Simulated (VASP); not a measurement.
Energy against volume of AuAl$_{2}$ (fluorite). Calculation: PW91 GGA, VASP's PBE PAW potentials (set 64) (plane waves; VASP). Run with 520 eV cut-off, 9×9×9 Γ-centred mesh, first-order Methfessel-Paxton smearing of 0.10 eV, potentials Al Au.

```
V (Å³/atom)  E (eV/atom)
-----------  -----------
17.463          -3.97801
18.020          -3.99684
18.578          -4.00260
19.135          -3.99741
```

Fit these four points and predict the energy of the run at 19.692 Å³/atom.

A cubic in V^(−2/3), the third-order Birch-Murnaghan form, passes through the four points with V0 = 18.58 Å³/atom and B0 = 105 GPa, and gives -3.9831 eV/atom there. The run gave -3.9830 eV/atom, +0.1 meV/atom from the fit; all five points give B0 = 105 GPa.

The compound is AuAl2 in the fluorite structure. It was relaxed first.
